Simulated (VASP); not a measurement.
Given:

```
Cu
1.0
    0.00000     1.81435     1.81435
    1.81435     0.00000     1.81435
    1.81435     1.81435     0.00000
Cu
1
Direct
  0.00000   0.00000   0.00000
```

Computed with PBE GGA with spin-orbit coupling, VASP's PBE PAW potentials (set 64) (plane waves; VASP). Settings: 400 eV cut-off, 15×15×15 Γ-centred mesh, Gaussian smearing of 0.050 eV, potentials Cu.

### Question
Give the energies of bands 1 to 14 at the high-symmetry points, in eV from the Fermi level.

### Answer

| band | Γ | X | U | L | W |
|---|---|---|---|---|---|
| 1 | -9.39 | -4.95 | -4.38 | -5.14 | -4.22 |
| 2 | -9.39 | -4.95 | -4.38 | -5.14 | -4.22 |
| 3 | -3.20 | -4.50 | -4.15 | -3.27 | -3.67 |
| 4 | -3.20 | -4.50 | -4.15 | -3.27 | -3.67 |
| 5 | -3.20 | -1.80 | -2.87 | -3.06 | -3.58 |
| 6 | -3.20 | -1.80 | -2.87 | -3.06 | -3.58 |
| 7 | -3.02 | -1.68 | -2.19 | -1.81 | -2.35 |
| 8 | -3.02 | -1.68 | -2.19 | -1.81 | -2.35 |
| 9 | -2.30 | -1.53 | -1.80 | -1.70 | -1.61 |
| 10 | -2.30 | -1.53 | -1.80 | -1.70 | -1.61 |
| 11 | -2.30 | 1.38 | 4.18 | -1.09 | 5.98 |
| 12 | -2.30 | 1.38 | 4.18 | -1.09 | 5.98 |
| 13 | 22.39 | 6.91 | 5.56 | 3.57 | 6.09 |
| 14 | 22.39 | 6.91 | 5.56 | 3.57 | 6.09 |

It has no gap at this level: it comes out as a metal or semimetal.

The compound is Cu in the fcc structure. It was relaxed first.
